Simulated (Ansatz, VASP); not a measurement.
# Cross-check of HfTeSe between VASP and Ansatz

Aim: how closely do two programs agree when they are given the same cell, functional and k mesh? The cell is taken from a series of runs on this material, whose earlier steps may have relaxed, scaled, displaced or heated it; both programs get it as it stands.

Method: plane waves, with VASP 6.6.1 beside it; PBEsol, in Ansatz 0.2.0.

### 1. Set-up

The cell holds 3 atoms: 1 Hf, 1 Se and 1 Te. Its edges and angles: a = 3.793 Å, b = 3.850 Å, c = 30.000 Å, α = 90.0°, β = 90.0°, γ = 119.5°. Vacuum lies along c.

### 2. VASP: zone-centre phonons, PBEsol

Second derivatives magnify differences that forces hide, and they need a tight electronic threshold.

Lines of VASP's logs that name or quote its potential files are left out, and so is its time.

Contents of INCAR:

```
SYSTEM = HfTeSe
PREC = Accurate
ENCUT = 500
EDIFF = 1E-08
NELM = 120
ISMEAR = 1
SIGMA = 0.2
LREAL = .FALSE.
ALGO = Normal
GGA = PS
NBANDS = 17
LASPH = .TRUE.
LORBIT = 11
LWAVE = .FALSE.
LCHARG = .FALSE.
ISIF = 2
IBRION = 8
GGA_COMPAT = .FALSE.
NELMDL = -8
KPAR = 2
```

Contents of POSCAR:

```
HfTeSe
1.0
    3.7926951833      0.0000000000      0.0000000000
   -1.8963475917      3.3502617851      0.0000000000
    0.0000000000      0.0000000000     30.0000000000
Hf Se Te
1 1 1
Direct
    0.0001988965      0.0003977930      0.3364797502
    0.3314802988      0.6629605977      0.3852294415
    0.6683208046      0.3366416092      0.2749574750
```

Contents of KPOINTS:

```
Automatic mesh
0
Gamma
12 12 1
0 0 0
```

The projector-augmented-wave data sets are Hf_pv, Se and Te (PBE family, release 64).

Launch:

```console
mpirun -np 2 vasp_std
```

Numbers of over 12 decimals in the logs are rounded to 6 here.

The program printed:

```text
[banner, memory and clock lines left out]
running    2 mpi-ranks, on    1 nodes
 distrk:  each k-point on    1 cores,    2 groups
 distr:  one band on    1 cores,    1 groups

 POSCAR found type information on POSCAR HfSeTe
 POSCAR found :  3 types and       3 ions
|                                                                             |
|               ----> ADVICE to this user running VASP <----                  |
|                                                                             |
|     You enforced a specific xc type in the INCAR file but a different       |
|     [... a line on the potential file left out ...]
|     I HOPE YOU KNOW WHAT YOU ARE DOING!                                     |
|                                                                             |

 LDA part: xc-table for (Slater+PW92), standard interpolation
 POSCAR, INCAR and KPOINTS ok, starting setup
 FFT: planning ... GRIDC
 FFT: planning ... GRID_SOFT
 FFT: planning ... GRID
 WAVECAR not read
 entering main loop
       N       E                     dE             d eps       ncg     rms          rms(c)
DAV:   1     0.102981798870E+03    0.10298E+03   -0.86193E+03  1806   0.868E+02
DAV:   2    -0.100937363123E+02   -0.11308E+03   -0.11020E+03  1957   0.156E+02
DAV:   3    -0.219290521177E+02   -0.11835E+02   -0.11785E+02  2155   0.499E+01
DAV:   4    -0.221526036416E+02   -0.22355E+00   -0.22262E+00  2313   0.813E+00
DAV:   5    -0.221551080803E+02   -0.25044E-02   -0.25037E-02  2314   0.751E-01
DAV:   6    -0.221544976106E+02    0.61047E-03   -0.44519E-04  2331   0.819E-02
DAV:   7    -0.221544983109E+02   -0.70025E-06   -0.70015E-06  2283   0.994E-03
DAV:   8    -0.221544983267E+02   -0.15820E-07   -0.15367E-07  2315   0.126E-03    0.454E+01
DAV:   9    -0.211238752757E+02    0.10306E+01   -0.32098E+00  1629   0.793E+00    0.322E+01
DAV:  10    -0.210639978005E+02    0.59877E-01   -0.16891E+00  1901   0.681E+00    0.900E+00
DAV:  11    -0.209979483329E+02    0.66049E-01   -0.33715E-01  1884   0.301E+00    0.137E+00
DAV:  12    -0.209952855983E+02    0.26627E-02   -0.37848E-02  1999   0.100E+00    0.583E-01
DAV:  13    -0.209948967230E+02    0.38888E-03   -0.32268E-03  1937   0.312E-01    0.158E-01
DAV:  14    -0.209947388034E+02    0.15792E-03   -0.35074E-04  2097   0.920E-02    0.933E-02
[...]
DAV:  24    -0.209954477006E+02   -0.86200E-05   -0.31635E-07  1780   0.128E-03    0.654E-04
DAV:  25    -0.209954499316E+02   -0.22311E-05   -0.23141E-08  1725   0.412E-04    0.181E-04
DAV:  26    -0.209954515604E+02   -0.16288E-05   -0.24564E-08  1689   0.370E-04    0.130E-04
DAV:  27    -0.209954523928E+02   -0.83235E-06   -0.12562E-08  1553   0.269E-04    0.126E-04
DAV:  28    -0.209954525174E+02   -0.12462E-06   -0.17105E-11  1759   0.920E-05    0.104E-04
DAV:  29    -0.209954525561E+02   -0.38718E-07    0.68487E-10  1402   0.390E-05    0.337E-05
DAV:  30    -0.209954525777E+02   -0.21542E-07    0.70032E-10  1426   0.324E-05    0.172E-05
DAV:  31    -0.209954525775E+02    0.19986E-09    0.79124E-10  1131   0.921E-06
   1 F= -.20995453E+02 E0= -.20995019E+02  d E =-.130115E-02
 Linear response reoptimize wavefunctions to high precision
DAV:   1    -0.209954525801E+02   -0.26707E-08    0.79145E-10  1324   0.742E-06
DAV:   2    -0.209954525802E+02   -0.67303E-10    0.79889E-10  1008   0.237E-06
 Linear response DOF=           9
 Linear response progress:
  Degree of freedom:   1/  9
       N       E                     dE             d eps       ncg     rms          rms(c)
RMM:   1    -0.216205202881E+00   -0.21621E+00    0.44568E+00  2690   0.131E+01
RMM:   2    -0.223594595106E+00   -0.73894E-02   -0.40520E-02  3833   0.128E+00    0.518E-01
RMM:   3    -0.223219546263E+00    0.37505E-03   -0.21033E-03  5448   0.219E-01    0.175E-01
RMM:   4    -0.222888395172E+00    0.33115E-03   -0.19903E-04  5490   0.709E-02    0.134E-01
RMM:   5    -0.222531089475E+00    0.35731E-03   -0.44187E-05  5186   0.423E-02    0.942E-03
RMM:   6    -0.222508754995E+00    0.22334E-04   -0.40904E-06  5819   0.117E-02    0.699E-03
[...]
force on displaced ion       1 direction 3 :  -0.000   0.333 -14.211
 Linear response progress:
  Degree of freedom:   4/  9
       N       E                     dE             d eps       ncg     rms          rms(c)
RMM:   1    -0.797835863892E-01   -0.79784E-01    0.89451E-02  6253   0.142E+00
RMM:   2    -0.803430910999E-01   -0.55950E-03   -0.28331E-03  4505   0.253E-01    0.384E-01
RMM:   3    -0.805368018022E-01   -0.19371E-03   -0.39326E-04  4497   0.952E-02    0.246E-01
RMM:   4    -0.810355771660E-01   -0.49878E-03   -0.25851E-04  4327   0.782E-02    0.308E-02
RMM:   5    -0.808832884198E-01    0.15229E-03   -0.23987E-05  4380   0.234E-02    0.178E-02
RMM:   6    -0.808709647252E-01    0.12324E-04   -0.33491E-06  4938   0.798E-03    0.641E-03
RMM:   7    -0.808857012032E-01   -0.14736E-04   -0.54468E-07  4414   0.354E-03    0.238E-03
RMM:   8    -0.808816804333E-01    0.40208E-05   -0.65413E-08  4816   0.111E-03    0.161E-03
RMM:   9    -0.808818056725E-01   -0.12524E-06   -0.36016E-09  4953   0.346E-04    0.919E-04
RMM:  10    -0.808807034629E-01    0.11022E-05    0.22094E-09  4249   0.310E-04    0.357E-04
RMM:  11    -0.808804897261E-01    0.21374E-06   -0.68426E-09  4749   0.959E-05    0.462E-05
[...]
RMM:   3    -0.115250260341E+00    0.13170E-03   -0.46116E-04  2657   0.932E-02    0.241E-01
RMM:   4    -0.115355746183E+00   -0.10549E-03   -0.14205E-04  2655   0.478E-02    0.221E-02
RMM:   5    -0.115318883563E+00    0.36863E-04   -0.93299E-06  2545   0.130E-02    0.131E-02
RMM:   6    -0.115297990597E+00    0.20893E-04   -0.11254E-06  2688   0.468E-03    0.747E-03
RMM:   7    -0.115288331443E+00    0.96592E-05   -0.36384E-07  2724   0.243E-03    0.133E-03
RMM:   8    -0.115294001656E+00   -0.56702E-05   -0.57047E-08  2570   0.999E-04    0.118E-03
RMM:   9    -0.115294826537E+00   -0.82488E-06   -0.46892E-08  2636   0.664E-04    0.375E-04
RMM:  10    -0.115293225225E+00    0.16013E-05   -0.42245E-09  2491   0.298E-04    0.203E-04
RMM:  11    -0.115292933383E+00    0.29184E-06   -0.77329E-09  2745   0.238E-04    0.111E-04
RMM:  12    -0.115293056926E+00   -0.12354E-06   -0.10619E-09  2704   0.104E-04    0.127E-04
RMM:  13    -0.115293176270E+00   -0.11934E-06   -0.40511E-09  2856   0.146E-04    0.541E-05
RMM:  14    -0.115293159384E+00    0.16886E-07    0.44383E-09  2814   0.392E-05    0.417E-05
RMM:  15    -0.115293201433E+00   -0.42049E-07    0.18568E-09  2851   0.497E-05    0.165E-05
RMM:  16    -0.115293250257E+00   -0.48823E-07    0.98456E-09  2834   0.214E-05    0.166E-05
RMM:  17    -0.115293294577E+00   -0.44320E-07    0.31487E-09  2805   0.284E-05    0.987E-06
RMM:  18    -0.115293290291E+00    0.42856E-08    0.66313E-09  2746   0.167E-05    0.491E-06
 first order change of Fermi-energy  -0.93587E+00
 force on displaced ion       2 direction 3 :  -0.000   0.174  -8.075
 Linear response progress:
  Degree of freedom:   7/  9
       N       E                     dE             d eps       ncg     rms          rms(c)
RMM:   1    -0.415435951840E-01   -0.41544E-01    0.35090E-02  6185   0.911E-01
RMM:   2    -0.425175956082E-01   -0.97400E-03   -0.17798E-03  4713   0.201E-01    0.249E-01
RMM:   3    -0.426103014932E-01   -0.92706E-04   -0.19903E-04  4437   0.711E-02    0.156E-01
RMM:   4    -0.428129021989E-01   -0.20260E-03   -0.78385E-05  4381   0.466E-02    0.103E-02
RMM:   5    -0.427879202192E-01    0.24982E-04   -0.48722E-06  4624   0.117E-02    0.631E-03
RMM:   6    -0.427747569756E-01    0.13163E-04   -0.84286E-07  4571   0.485E-03    0.230E-03
RMM:   7    -0.427757914497E-01   -0.10345E-05   -0.60175E-08  4813   0.141E-03    0.159E-03
RMM:   8    -0.427741417969E-01    0.16497E-05   -0.94328E-09  4559   0.557E-04    0.549E-04
RMM:   9    -0.427744151377E-01   -0.27334E-06   -0.67731E-09  4902   0.195E-04    0.279E-04
RMM:  10    -0.427744629860E-01   -0.47848E-07    0.94453E-09  4819   0.779E-05    0.784E-05
RMM:  11    -0.427744434584E-01    0.19528E-07    0.12070E-08  4973   0.266E-05    0.198E-05
RMM:  12    -0.427744248023E-01    0.18656E-07    0.99219E-09  4942   0.129E-05    0.957E-06
RMM:  13    -0.427744174925E-01    0.73098E-08    0.45606E-09  4737   0.954E-06    0.165E-06
 first order change of Fermi-energy  -0.82936E-03
 force on displaced ion       3 direction 1 :  -2.846  -0.002   0.001
 Linear response progress:
  Degree of freedom:   8/  9
       N       E                     dE             d eps       ncg     rms          rms(c)
RMM:   1    -0.419504314907E-01   -0.41950E-01    0.37173E-02  3591   0.914E-01
RMM:   2    -0.429666874935E-01   -0.10163E-02   -0.17960E-03  2732   0.202E-01    0.253E-01
RMM:   3    -0.430619691415E-01   -0.95282E-04   -0.19509E-04  2559   0.706E-02    0.158E-01
RMM:   4    -0.432710716169E-01   -0.20910E-03   -0.80497E-05  2527   0.473E-02    0.108E-02
RMM:   5    -0.432433664095E-01    0.27705E-04   -0.45315E-06  2667   0.118E-02    0.629E-03
RMM:   6    -0.432302107696E-01    0.13156E-04   -0.78400E-07  2655   0.486E-03    0.231E-03
RMM:   7    -0.432312061241E-01   -0.99535E-06   -0.67544E-08  2772   0.139E-03    0.155E-03
RMM:   8    -0.432297289143E-01    0.14772E-05   -0.16236E-08  2702   0.564E-04    0.594E-04
RMM:   9    -0.432296365383E-01    0.92376E-07    0.64652E-09  2809   0.203E-04    0.184E-04
RMM:  10    -0.432299416468E-01   -0.30511E-06   -0.26504E-08  2700   0.990E-05    0.907E-05
RMM:  11    -0.432298889090E-01    0.52738E-07    0.99314E-09  2844   0.312E-05    0.126E-05
RMM:  12    -0.432298678532E-01    0.21056E-07    0.73368E-09  2781   0.166E-05    0.157E-05
RMM:  13    -0.432298499955E-01    0.17858E-07   -0.97346E-09  2660   0.134E-05    0.671E-06
RMM:  14    -0.432298553138E-01   -0.53182E-08   -0.92530E-09  2515   0.713E-06    0.355E-06
 first order change of Fermi-energy  -0.97604E-02
 force on displaced ion       3 direction 2 :   0.000  -2.897   0.132
 Linear response progress:
  Degree of freedom:   9/  9
       N       E                     dE             d eps       ncg     rms          rms(c)
RMM:   1    -0.789243809263E-01   -0.78924E-01    0.58737E-02  3534   0.967E-01
RMM:   2    -0.792542559975E-01   -0.32988E-03   -0.24293E-03  2782   0.239E-01    0.482E-01
RMM:   3    -0.791653695123E-01    0.88886E-04   -0.29011E-04  2515   0.854E-02    0.291E-01
RMM:   4    -0.792354934296E-01   -0.70124E-04   -0.94826E-05  2500   0.442E-02    0.503E-02
RMM:   5    -0.792194438135E-01    0.16050E-04   -0.14847E-05  2526   0.186E-02    0.130E-02
RMM:   6    -0.792088999604E-01    0.10544E-04   -0.14508E-06  2615   0.600E-03    0.746E-03
RMM:   7    -0.792021473200E-01    0.67526E-05   -0.51076E-07  2700   0.298E-03    0.294E-03
RMM:   8    -0.792066661535E-01   -0.45188E-05   -0.61302E-08  2628   0.126E-03    0.216E-03
RMM:   9    -0.792076023208E-01   -0.93617E-06   -0.11693E-08  2820   0.429E-04    0.150E-03
RMM:  10    -0.792080848617E-01   -0.48254E-06   -0.17211E-08  2606   0.390E-04    0.404E-04
RMM:  11    -0.792092495274E-01   -0.11647E-05   -0.40604E-09  2581   0.221E-04    0.198E-04
RMM:  12    -0.792098760448E-01   -0.62652E-06   -0.51915E-09  2737   0.196E-04    0.210E-04
RMM:  13    -0.792106568158E-01   -0.78077E-06   -0.17209E-08  2860   0.267E-04    0.875E-05
RMM:  14    -0.792107657051E-01   -0.10889E-06   -0.15466E-08  2855   0.681E-05    0.517E-05
RMM:  15    -0.792108372105E-01   -0.71505E-07   -0.78095E-09  2893   0.762E-05    0.273E-05
RMM:  16    -0.792108242596E-01    0.12951E-07    0.20627E-09  2855   0.320E-05    0.357E-05
RMM:  17    -0.792108068703E-01    0.17389E-07    0.13007E-09  2823   0.340E-05    0.870E-06
RMM:  18    -0.792108078111E-01   -0.94079E-09   -0.16206E-08  2729   0.164E-05    0.427E-06
 first order change of Fermi-energy  -0.61444E+00
 force on displaced ion       3 direction 3 :  -0.000   0.123  -8.634
 Linear response finished
```

Parts of OUTCAR (step 2):

```text
ion  position               nearest neighbor table
   1  0.000  0.000  0.336-   2 2.65   2 2.65   2 2.66   3 2.88   3 2.88   3 2.89
   2  0.331  0.663  0.385-   1 2.65   1 2.65   1 2.66
   3  0.668  0.337  0.275-   1 2.88   1 2.88   1 2.89

  LATTYP: Found a base centered orthorhombic cell.
 ALAT       =     3.7926951833
 B/A-ratio  =     1.7666918237
 C/A-ratio  =     7.9099422838

 Subroutine GETGRP returns: Found  2 space group operations
 (whereof  2 operations were pure point group operations)

The static configuration has the point symmetry C_1h.

 Found     43 irreducible k-points:

   k-points           NKPTS =     43   k-points in BZ     NKDIM =     43   number of bands    NBANDS=     17

   dimension x,y,z NGX =    28 NGY =   28 NGZ =  224
   dimension x,y,z NGXF=    56 NGYF=   56 NGZF=  448

   ENCUT  =  500.0 eV  36.75 Ry    6.06 a.u.   6.91  7.02 54.70*2*pi/ulx,y,z

   NELECT =      22.0000    total number of electrons

 k-points in reciprocal lattice and weights: Automatic mesh
   0.00000000  0.00000000  0.00000000       0.007
   0.08333333  0.00000000  0.00000000       0.028
   0.16666667 -0.00000000  0.00000000       0.028
   0.25000000 -0.00000000  0.00000000       0.028
   0.33333333  0.00000000  0.00000000       0.028
   0.41666667  0.00000000  0.00000000       0.028
   0.50000000 -0.00000000  0.00000000       0.014
   0.00000000  0.08333333  0.00000000       0.014
   0.08333333  0.08333333  0.00000000       0.028
[...]
0.16666667  0.41666667  0.00000000       0.014
   0.00000000  0.50000000  0.00000000       0.007

 average (electrostatic) potential at core
       1 -45.8735       2 -60.9210       3 -96.4857

  Total       -0.2073821     -0.8962470     -0.0722647      0.0000000      0.0008158     -0.0000000
  in kB       -0.8716334     -3.7669543     -0.3037309      0.0000000      0.0034290     -0.0000000
  external PRESSURE =      -1.6474395 kB  Pullay stress =       0.0000000 kB

  energy-cutoff  :      500.00
  volume of cell :      381.20
      direct lattice vectors                 reciprocal lattice vectors
     3.792695183  0.000000000  0.000000000     0.263664743  0.149242069  0.000000000
    -1.896347592  3.350261785  0.000000000     0.000000000  0.298484138  0.000000000
     0.000000000  0.000000000 30.000000000     0.000000000  0.000000000  0.033333333

 POSITION                                       TOTAL-FORCE (eV/Angst)
 -----------------------------------------------------------------------------------
     -0.00000      0.00133     10.09439        -0.000000      0.000123      0.016133
     -0.00000      2.22109     11.55688        -0.000000      0.000028     -0.028696
      1.89635      1.12784      8.24872         0.000000     -0.000151      0.012563
 -----------------------------------------------------------------------------------
    total drift:                                0.000000      0.000178     -0.000024

 Eigenvectors and eigenvalues of the dynamical matrix
 ----------------------------------------------------

   1 f  =    6.178276 THz    38.819255 2PiTHz  206.085116 cm-1    25.551286 meV
             X         Y         Z           dx          dy          dz
     -0.000000  0.001333 10.094393    -0.000000    0.025544   -0.685914
     -0.000000  2.221092 11.556883     0.000000   -0.031326    0.667814
      1.896348  1.127838  8.248724     0.000000   -0.005445    0.286153

   2 f  =    4.781846 THz    30.045225 2PiTHz  159.505214 cm-1    19.776117 meV
             X         Y         Z           dx          dy          dz
     -0.000000  0.001333 10.094393    -0.000000    0.004063    0.255587
     -0.000000  2.221092 11.556883     0.000000   -0.030941    0.589144
      1.896348  1.127838  8.248724    -0.000000    0.019809   -0.765649

   3 f  =    4.202494 THz    26.405048 2PiTHz  140.180106 cm-1    17.380110 meV
             X         Y         Z           dx          dy          dz
     -0.000000  0.001333 10.094393    -0.379666    0.000000    0.000000
     -0.000000  2.221092 11.556883     0.890591   -0.000000   -0.000000
      1.896348  1.127838  8.248724    -0.250404    0.000000    0.000000

   4 f  =    4.202309 THz    26.403887 2PiTHz  140.173942 cm-1    17.379346 meV
             X         Y         Z           dx          dy          dz
     -0.000000  0.001333 10.094393     0.000000    0.389777    0.016507
     -0.000000  2.221092 11.556883    -0.000000   -0.888452   -0.044339
      1.896348  1.127838  8.248724     0.000000    0.237166    0.015501

   5 f  =    2.723995 THz    17.115367 2PiTHz   90.862702 cm-1    11.265534 meV
             X         Y         Z           dx          dy          dz
     -0.000000  0.001333 10.094393    -0.000000    0.618816    0.016209
     -0.000000  2.221092 11.556883    -0.000000    0.062731   -0.003326
      1.896348  1.127838  8.248724     0.000000   -0.782675   -0.016649

   6 f  =    2.675540 THz    16.810914 2PiTHz   89.246408 cm-1    11.065139 meV
             X         Y         Z           dx          dy          dz
     -0.000000  0.001333 10.094393    -0.625217   -0.000000   -0.000000
     -0.000000  2.221092 11.556883    -0.047505   -0.000000    0.000000
      1.896348  1.127838  8.248724     0.779004    0.000000    0.000000

   7 f/i=    0.000965 THz     0.006061 2PiTHz    0.032177 cm-1     0.003989 meV
             X         Y         Z           dx          dy          dz
     -0.000000  0.001333 10.094393     0.000000    0.023045   -0.680538
     -0.000000  2.221092 11.556883     0.000000    0.015217   -0.452469
      1.896348  1.127838  8.248724     0.000000    0.019508   -0.575324

   8 f/i=    0.003007 THz     0.018896 2PiTHz    0.100318 cm-1     0.012438 meV
             X         Y         Z           dx          dy          dz
     -0.000000  0.001333 10.094393    -0.000000   -0.681132   -0.023052
     -0.000000  2.221092 11.556883    -0.000000   -0.452269   -0.015145
      1.896348  1.127838  8.248724    -0.000000   -0.574777   -0.019557

   9 f/i=    0.004336 THz     0.027245 2PiTHz    0.144638 cm-1     0.017933 meV
             X         Y         Z           dx          dy          dz
     -0.000000  0.001333 10.094393     0.681878   -0.000000    0.000000
     -0.000000  2.221092 11.556883     0.452318   -0.000000    0.000000
      1.896348  1.127838  8.248724     0.574849   -0.000000    0.000000

 ELASTIC MODULI CONTR FROM IONIC RELAXATION (kBar)
 Direction    XX          YY          ZZ          XY          YZ          ZX
 --------------------------------------------------------------------------------
 XX         -93.3690    -56.1006   -129.7964      0.0000     47.8503     -0.0000
 YY         -56.1006    -82.6486   -122.1762      0.0000    -40.3119      0.0000
 ZZ        -129.7964   -122.1762   -224.4809      0.0000      2.9735     -0.0000
 XY           0.0000      0.0000      0.0000    -20.5351      0.0000     46.7752
 YZ          47.8503    -40.3119      2.9735      0.0000   -125.5369      0.0000
 ZX          -0.0000      0.0000     -0.0000     46.7752      0.0000   -109.5446
 --------------------------------------------------------------------------------
```

(Part 1 of 2 ends here.)

[Lines on the potential files, build, host, timing and source positions are cut from VASP's logs without a mark.]

[Logs are printed without paths, hosts, clocks, repeated set-up lines and the standing remarks that a program may print on its own settings, such as how far it seeks lower states.]

[Hosts, paths, dates, database ids (printed as entryN), source tags and the programs' standing remarks are cut or masked in the printed files.]
